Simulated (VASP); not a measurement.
Input:

```yaml
crystal:
  lattice:
    - [3.74205, 0.00000, 0.00000]
    - [-1.87103, 3.24071, 0.00000]
    - [0.00000, 0.00000, 6.12862]
  atoms:
    - { symbol: Cu, position: [0.66667, 0.33333, 0.00000] }
    - { symbol: Cu, position: [0.33333, 0.66667, 0.50000] }
    - { symbol: Se, position: [0.66667, 0.33333, 0.62520] }
    - { symbol: Se, position: [0.33333, 0.66667, 0.12520] }
```

These are PBE GGA, VASP's PBE PAW potentials (set 64) (plane waves; VASP) values and carry that method's errors. Numerical set-up: 400 eV cut-off, 5×5×3 Γ-centred mesh, Gaussian smearing of 0.050 eV, potentials Cu Se.

### Question
Predict the energy per atom (σ→0), pressure, largest force, band gap (on the k-mesh) with the smallest direct gap where there is one.

### Answer

The band gap (on the k-mesh) is none (metal, semimetal or under 0.01 eV), the energy per atom (σ→0) is -3.644 eV/atom and the pressure is 111.5 kbar. The largest force is 0.117 eV/Å.

The absolute energy has meaning only against runs of the same code, potentials and settings.

The structure was generated: CuSe was put into the wurtzite type (P6_3mc), which need not be its known phase. The cell was not relaxed at this level. The k-mesh is coarse (spacing up to 0.39 per Å, 2π included), so the numbers may not be converged in it.
